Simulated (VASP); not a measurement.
Method: PBE GGA, VASP's PBE PAW potentials (set 64) (plane waves; VASP).

A VASP calculation is set up with these files.

### KPOINTS
```
K-points
0
gamma
  11 11 6
0 0 0
```

**INCAR**
```
SYSTEM=Tm
PREC=Accurate; ENCUT=530; LREAL=.FALSE.
LASPH=.TRUE.
EDIFF=1E-7; NELM=100; ALGO=Normal
LMAXMIX=6
ISMEAR=1; SIGMA=0.1
GGA=PE
IBRION=6; NSW=1; ISIF=3
POTIM=0.015; NFREE=2
LWAVE=.FALSE.; LCHARG=.FALSE.
```

File POSCAR:
```
Tm
1
    1.7794568770    -3.0821097926    -0.0000000000
    1.7794568770     3.0821097926     0.0000000000
   -0.0000000000     0.0000000000     5.5223051023
Tm
2
Direct
  0.3333330000   0.6666670000   0.2500000000
  0.6666670000   0.3333330000   0.7500000000
```

POTCAR, in this order: Tm_3 (PBE.64 set). Program: vasp_std.

Output of the run:

### OUTCAR
```
 ion  position               nearest neighbor table
   1  0.333  0.667  0.250-   2 3.44   2 3.44   2 3.44   2 3.44   2 3.44   2 3.44
   2  0.667  0.333  0.750-   1 3.44   1 3.44   1 3.44   1 3.44   1 3.44   1 3.44
  LATTYP: Found a hexagonal cell.
 ALAT       =     3.5589138161
 C/A-ratio  =     1.5516827289
 Subroutine PRICEL returns:
 Original cell was already a primitive cell.
 Subroutine GETGRP returns: Found 24 space group operations
The static configuration has the point symmetry D_3d.
 The point group associated with its full space group is D_6h.
The dynamic configuration has the point symmetry D_3d.
 Subroutine INISYM returns: Found 24 space group operations
 Subroutine IBZKPT returns following result:
 Found     64 irreducible k-points:

 Following reciprocal coordinates:
            Coordinates               Weight
  0.000000  0.000000  0.000000      1.000000
  0.090909 -0.000000  0.000000      6.000000
  0.181818  0.000000  0.000000      6.000000
  0.272727  0.000000  0.000000      6.000000
  0.363636  0.000000  0.000000      6.000000
  0.454545 -0.000000  0.000000      6.000000
  0.090909  0.090909  0.000000      6.000000
  0.181818  0.090909  0.000000     12.000000
  0.272727  0.090909  0.000000     12.000000
  0.363636  0.090909  0.000000     12.000000
  0.454545  0.090909  0.000000      6.000000
  0.181818  0.181818  0.000000      6.000000
  0.272727  0.181818  0.000000     12.000000
  0.363636  0.181818  0.000000     12.000000
  0.272727  0.272727  0.000000      6.000000
  0.363636  0.272727  0.000000      6.000000
  0.000000  0.000000  0.166667      2.000000
  0.090909 -0.000000  0.166667     12.000000
  0.181818  0.000000  0.166667     12.000000
  0.272727  0.000000  0.166667     12.000000
  0.363636  0.000000  0.166667     12.000000
  0.454545 -0.000000  0.166667     12.000000
  0.090909  0.090909  0.166667     12.000000
  0.181818  0.090909  0.166667     24.000000
  0.272727  0.090909  0.166667     24.000000
  0.363636  0.090909  0.166667     24.000000
  0.454545  0.090909  0.166667     12.000000
  0.181818  0.181818  0.166667     12.000000
  0.272727  0.181818  0.166667     24.000000
  0.363636  0.181818  0.166667     24.000000
  0.272727  0.272727  0.166667     12.000000
  0.363636  0.272727  0.166667     12.000000
  0.000000  0.000000  0.333333      2.000000
  0.090909 -0.000000  0.333333     12.000000
  0.181818  0.000000  0.333333     12.000000
  0.272727  0.000000  0.333333     12.000000
  0.363636  0.000000  0.333333     12.000000
  0.454545 -0.000000  0.333333     12.000000
  0.090909  0.090909  0.333333     12.000000
  0.181818  0.090909  0.333333     24.000000
 Subroutine IBZKPT_HF returns following result:
   k-points           NKPTS =     64   k-points in BZ     NKDIM =     64   number of bands    NBANDS=     13
   number of dos      NEDOS =    301   number of ions     NIONS =      2
   total plane-waves  NPLWV =  32928
   dimension x,y,z NGX =    28 NGY =   28 NGZ =   42
   dimension x,y,z NGXF=    56 NGYF=   56 NGZF=   84
   ions per type =               2
   PREC   = accura    normal or accurate (medium, high low for compatibility)
   ISTART =      0    job   : 0-new  1-cont  2-samecut
   ICHARG =      2    charge: 1-file 2-atom 10-const
   ISPIN  =      1    spin polarized calculation?
   LNONCOLLINEAR =      F non collinear calculations
   LSORBIT =      F    spin-orbit coupling
   INIWAV =      1    electr: 0-lowe 1-rand  2-diag
   ENCUT  =  530.0 eV  38.95 Ry    6.24 a.u.   6.68  6.68 10.37*2*pi/ulx,y,z
   NELM   =    100;   NELMIN=  2; NELMDL= -5     # of ELM steps
   EDIFF  = 0.1E-06   stopping-criterion for ELM
...
```

File OSZICAR:
```
...
DAV:   8    -0.895569594637E+01   -0.25462E-07   -0.32215E-08  3747   0.216E-03
   8 F= -.89556959E+01 E0= -.89563166E+01  d E =0.186189E-02
       N       E                     dE             d eps       ncg     rms          rms(c)
DAV:   1    -0.898200973471E+01   -0.26314E-01   -0.63624E-01  7653   0.605E+00    0.862E-01
DAV:   2    -0.896419552634E+01    0.17814E-01   -0.28222E-02  8963   0.201E+00    0.471E-01
DAV:   3    -0.895559862615E+01    0.85969E-02   -0.11791E-02  9601   0.105E+00    0.244E-01
DAV:   4    -0.895571195825E+01   -0.11333E-03   -0.16381E-03  8504   0.352E-01    0.740E-02
DAV:   5    -0.895569631156E+01    0.15647E-04   -0.11381E-04 10652   0.112E-01    0.101E-02
DAV:   6    -0.895569599883E+01    0.31274E-06   -0.96196E-06 10018   0.370E-02    0.670E-03
DAV:   7    -0.895569601070E+01   -0.11871E-07   -0.48759E-07  7271   0.899E-03
   9 F= -.89556960E+01 E0= -.89563167E+01  d E =0.186193E-02
       N       E                     dE             d eps       ncg     rms          rms(c)
DAV:   1    -0.896028877469E+01   -0.45928E-02   -0.56869E-01  6214   0.611E+00    0.552E-01
DAV:   2    -0.895605349220E+01    0.42353E-02   -0.20605E-02  8146   0.189E+00    0.326E-01
DAV:   3    -0.895464782715E+01    0.14057E-02   -0.52608E-03  8457   0.715E-01    0.118E-01
DAV:   4    -0.895531957336E+01   -0.67175E-03   -0.94095E-04  7888   0.264E-01    0.562E-02
DAV:   5    -0.895571321894E+01   -0.39365E-03   -0.74956E-05  8662   0.941E-02    0.920E-03
DAV:   6    -0.895574470364E+01   -0.31485E-04   -0.76090E-06  7520   0.231E-02    0.372E-03
DAV:   7    -0.895576042928E+01   -0.15726E-04   -0.52597E-07  6879   0.920E-03    0.372E-04
DAV:   8    -0.895575997176E+01    0.45752E-06   -0.53610E-08  3562   0.241E-03    0.214E-04
DAV:   9    -0.895576036189E+01   -0.39013E-06   -0.11352E-08  3507   0.180E-03    0.310E-05
DAV:  10    -0.895576037700E+01   -0.15111E-07   -0.48329E-09  3447   0.109E-03
  10 F= -.89557604E+01 E0= -.89563577E+01  d E =0.179210E-02
       N       E                     dE             d eps       ncg     rms          rms(c)
DAV:   1    -0.897963204536E+01   -0.23872E-01   -0.63809E-01  6575   0.599E+00    0.811E-01
DAV:   2    -0.896383448205E+01    0.15798E-01   -0.26740E-02  7780   0.198E+00    0.470E-01
DAV:   3    -0.895564791616E+01    0.81866E-02   -0.10458E-02  8559   0.101E+00    0.192E-01
DAV:   4    -0.895576557995E+01   -0.11766E-03   -0.12187E-03  7025   0.296E-01    0.644E-02
DAV:   5    -0.895576024218E+01    0.53378E-05   -0.48672E-05  8747   0.843E-02    0.451E-03
DAV:   6    -0.895576039387E+01   -0.15169E-06   -0.37443E-06  7544   0.165E-02    0.375E-03
DAV:   7    -0.895576039050E+01    0.33672E-08   -0.11074E-07  4023   0.496E-03
  11 F= -.89557604E+01 E0= -.89563578E+01  d E =0.179210E-02
       N       E                     dE             d eps       ncg     rms          rms(c)
DAV:   1    -0.896403544080E+01   -0.82750E-02   -0.45052E-01  6792   0.500E+00    0.553E-01
DAV:   2    -0.895839460382E+01    0.56408E-02   -0.17576E-02  7905   0.156E+00    0.324E-01
DAV:   3    -0.895533943212E+01    0.30552E-02   -0.52895E-03  8598   0.727E-01    0.103E-01
DAV:   4    -0.895559443404E+01   -0.25500E-03   -0.82012E-04  7666   0.250E-01    0.455E-02
DAV:   5    -0.895574526176E+01   -0.15083E-03   -0.58758E-05  8872   0.848E-02    0.753E-03
DAV:   6    -0.895575567566E+01   -0.10414E-04   -0.52951E-06  7291   0.190E-02    0.252E-03
DAV:   7    -0.895576115848E+01   -0.54828E-05   -0.20377E-07  4608   0.630E-03    0.289E-04
DAV:   8    -0.895576122016E+01   -0.61680E-07   -0.38797E-08  3532   0.310E-03
  12 F= -.89557612E+01 E0= -.89563609E+01  d E =0.179895E-02
       N       E                     dE             d eps       ncg     rms          rms(c)
DAV:   1    -0.897955939803E+01   -0.23798E-01   -0.66563E-01  6637   0.609E+00    0.831E-01
DAV:   2    -0.896384779319E+01    0.15712E-01   -0.27202E-02  7951   0.201E+00    0.467E-01
DAV:   3    -0.895565909454E+01    0.81887E-02   -0.10226E-02  8521   0.994E-01    0.185E-01
DAV:   4    -0.895576474666E+01   -0.10565E-03   -0.12326E-03  7072   0.300E-01    0.683E-02
DAV:   5    -0.895576139214E+01    0.33545E-05   -0.50375E-05  8864   0.848E-02    0.464E-03
DAV:   6    -0.895576141674E+01   -0.24594E-07   -0.32421E-06  7628   0.154E-02    0.311E-03
DAV:   7    -0.895576139276E+01    0.23979E-07   -0.11466E-07  4029   0.502E-03
  13 F= -.89557614E+01 E0= -.89563610E+01  d E =0.179893E-02
       N       E                     dE             d eps       ncg     rms          rms(c)
DAV:   1    -0.895666754439E+01   -0.90613E-03   -0.61823E-01  7937   0.902E+00    0.356E-01
DAV:   2    -0.895824120674E+01   -0.15737E-02   -0.47584E-02  7449   0.213E+00    0.223E-01
DAV:   3    -0.895682929466E+01    0.14119E-02   -0.41717E-03 10573   0.717E-01    0.376E-02
DAV:   4    -0.895699574534E+01   -0.16645E-03   -0.52589E-04  8942   0.200E-01    0.148E-02
DAV:   5    -0.895701827358E+01   -0.22528E-04   -0.31500E-05 10126   0.640E-02    0.218E-03
DAV:   6    -0.895702105639E+01   -0.27828E-05   -0.94258E-07  7850   0.104E-02    0.751E-04
DAV:   7    -0.895702193859E+01   -0.88220E-06   -0.46051E-08  4028   0.410E-03    0.322E-04
DAV:   8    -0.895702205580E+01   -0.11721E-06   -0.16291E-08  3777   0.212E-03    0.130E-04
DAV:   9    -0.895702212682E+01   -0.71022E-07   -0.78887E-09  3592   0.171E-03
  14 F= -.89570221E+01 E0= -.89576881E+01  d E =0.199783E-02
       N       E                     dE             d eps       ncg     rms          rms(c)
DAV:   1    -0.895007073614E+01    0.69513E-02   -0.90748E-01  7641   0.118E+01    0.949E-02
DAV:   2    -0.895679749989E+01   -0.67268E-02   -0.67315E-02  6617   0.238E+00    0.613E-02
DAV:   3    -0.895702150928E+01   -0.22401E-03   -0.23100E-03 10384   0.544E-01    0.430E-02
DAV:   4    -0.895702256256E+01   -0.10533E-05   -0.61674E-05  9921   0.148E-01    0.757E-03
DAV:   5    -0.895702245632E+01    0.10624E-06   -0.33906E-06  8266   0.240E-02    0.334E-03
DAV:   6    -0.895702212908E+01    0.32724E-06   -0.12238E-06  9600   0.219E-02    0.934E-04
DAV:   7    -0.895702212828E+01    0.79854E-09   -0.75233E-08  3802   0.296E-03
  15 F= -.89570221E+01 E0= -.89576881E+01  d E =0.199784E-02
       N       E                     dE             d eps       ncg     rms          rms(c)
DAV:   1    -0.895211914186E+01    0.49030E-02   -0.76578E-01  2919   0.112E+01    0.143E-01
DAV:   2    -0.895650836394E+01   -0.43892E-02   -0.47003E-02  2422   0.216E+00    0.510E-02
DAV:   3    -0.895665588084E+01   -0.14752E-03   -0.15854E-03  3551   0.467E-01    0.164E-02
DAV:   4    -0.895666541439E+01   -0.95335E-05   -0.37677E-05  2955   0.582E-02    0.988E-03
DAV:   5    -0.895667731900E+01   -0.11905E-04   -0.34503E-06  3048   0.247E-02    0.137E-03
DAV:   6    -0.895667938746E+01   -0.20685E-05   -0.40087E-07  2622   0.628E-03    0.669E-04
DAV:   7    -0.895668078630E+01   -0.13988E-05   -0.37997E-08  1686   0.318E-03    0.136E-04
DAV:   8    -0.895668090932E+01   -0.12302E-06   -0.12343E-08  1567   0.184E-03    0.341E-05
DAV:   9    -0.895668097658E+01   -0.67259E-07   -0.51623E-09  1512   0.124E-03
  16 F= -.89566810E+01 E0= -.89573386E+01  d E =0.197286E-02
       N       E                     dE             d eps       ncg     rms          rms(c)
DAV:   1    -0.894994574166E+01    0.67352E-02   -0.13294E+00  2866   0.148E+01    0.270E-01
DAV:   2    -0.895643281096E+01   -0.64871E-02   -0.79700E-02  2356   0.266E+00    0.794E-02
DAV:   3    -0.895667493043E+01   -0.24212E-03   -0.29803E-03  3512   0.628E-01    0.191E-02
DAV:   4    -0.895668006592E+01   -0.51355E-05   -0.59991E-05  2903   0.753E-02    0.113E-02
DAV:   5    -0.895668113093E+01   -0.10650E-05   -0.51544E-06  3139   0.221E-02    0.215E-03
DAV:   6    -0.895668112410E+01    0.68280E-08   -0.71444E-07  2764   0.808E-03
  17 F= -.89566811E+01 E0= -.89573387E+01  d E =0.197283E-02
```

**OUTCAR**
```
------------------------ aborting loop because EDIFF is reached ----------------------------------------
  FORCE on cell =-STRESS in cart. coord.  units (eV):
  Direction    XX          YY          ZZ          XY          YZ          ZX
  --------------------------------------------------------------------------------------
  Total       -0.0017288     -0.0017288      0.0048273      0.0000000     -0.0000000      0.0000000
  in kB       -0.0457257     -0.0457257      0.1276807      0.0000000     -0.0000000      0.0000000
  external PRESSURE =       0.0120764 kB  Pullay stress =       0.0000000 kB
  volume of cell :       60.57
      direct lattice vectors                 reciprocal lattice vectors
     1.779456877 -3.082109793  0.000000000     0.280984612 -0.162226538  0.000000000
     1.779456877  3.082109793  0.000000000     0.280984612  0.162226538  0.000000000
     0.000000000  0.000000000  5.522305102     0.000000000  0.000000000  0.181083801
 POSITION                                       TOTAL-FORCE (eV/Angst)
 -----------------------------------------------------------------------------------
      1.77946      1.02737      1.36558         0.000000      0.000000      0.067732
      1.77946     -1.02737      4.14173         0.000000     -0.000000     -0.067732
 -----------------------------------------------------------------------------------
    total drift:                                0.000000      0.000058     -0.002374
  FREE ENERGIE OF THE ION-ELECTRON SYSTEM (eV)
  ---------------------------------------------------
  free  energy   TOTEN  =        -8.9566811241 eV

  energy  without entropy=       -8.9586539509  energy(sigma->0) =       -8.95733873

   1 f  =    3.612873 THz    22.700348 2PiTHz  120.512460 cm-1    14.941634 meV
             X         Y         Z           dx          dy          dz
      1.779457  1.027372  1.380576    -0.000000   -0.000000    0.707107
      1.779457 -1.027372  4.141729     0.000000    0.000000   -0.707107

   2 f  =    2.075103 THz    13.038259 2PiTHz   69.217997 cm-1     8.581934 meV
             X         Y         Z           dx          dy          dz
      1.779457  1.027372  1.380576     0.000000    0.707107   -0.000000
      1.779457 -1.027372  4.141729    -0.000000   -0.707107   -0.000000

   3 f  =    2.075103 THz    13.038259 2PiTHz   69.217995 cm-1     8.581934 meV
             X         Y         Z           dx          dy          dz
      1.779457  1.027372  1.380576    -0.707107   -0.000000    0.000000
      1.779457 -1.027372  4.141729     0.707107   -0.000000   -0.000000

   4 f  =    0.000000 THz     0.000000 2PiTHz    0.000001 cm-1     0.000000 meV
             X         Y         Z           dx          dy          dz
      1.779457  1.027372  1.380576     0.014943   -0.034133   -0.706124
      1.779457 -1.027372  4.141729     0.014943   -0.034133   -0.706124

   5 f  =    0.000000 THz     0.000000 2PiTHz    0.000001 cm-1     0.000000 meV
             X         Y         Z           dx          dy          dz
      1.779457  1.027372  1.380576     0.697862   -0.112164    0.020190
      1.779457 -1.027372  4.141729     0.697862   -0.112164    0.020190

   6 f/i=    0.000000 THz     0.000000 2PiTHz    0.000001 cm-1     0.000000 meV
             X         Y         Z           dx          dy          dz
      1.779457  1.027372  1.380576    -0.112983   -0.697319    0.031316
      1.779457 -1.027372  4.141729    -0.112983   -0.697319    0.031316

 ELASTIC MODULI CONTR FROM IONIC RELAXATION (kBar)
 Direction    XX          YY          ZZ          XY          YZ          ZX
 --------------------------------------------------------------------------------
 XX         -31.9526     31.9526      0.0000      0.0000     -0.0000      0.0000
 YY          31.9526    -31.9526     -0.0000     -0.0000      0.0000      0.0000
 ZZ           0.0000     -0.0000     -0.0000      0.0000      0.0000      0.0000
 XY           0.0000     -0.0000      0.0000    -31.9526     -0.0000      0.0000
 YZ          -0.0000      0.0000      0.0000     -0.0000     -0.0000      0.0000
 ZX           0.0000      0.0000      0.0000      0.0000      0.0000      0.0000
 --------------------------------------------------------------------------------

 TOTAL ELASTIC MODULI (kBar)
 Direction    XX          YY          ZZ          XY          YZ          ZX
 --------------------------------------------------------------------------------
 XX         907.2948    270.0005    216.3197      0.0000     -0.0000     -0.0000
 YY         270.0005    907.2949    216.3197     -0.0000     -0.0000      0.0000
 ZZ         216.3197    216.3197    848.7252      0.0000      0.0000     -0.0000
 XY           0.0000     -0.0000      0.0000    318.6472     -0.0000      0.0000
 YZ          -0.0000      0.0000      0.0000      0.0000    335.4408      0.0000
 ZX          -0.0000      0.0000      0.0000      0.0000      0.0000    335.4408
 --------------------------------------------------------------------------------
```
(Selected blocks of OUTCAR.)

The 4f electrons are frozen in the core of the lanthanide potential, so 4f levels, which can set the real gap, and their magnetism are missing. Finite-difference elastic constants of metals are sensitive to mesh and smearing; shear constants can be off by tens of GPa.

The compound is Tm in the hcp structure. It was relaxed first.
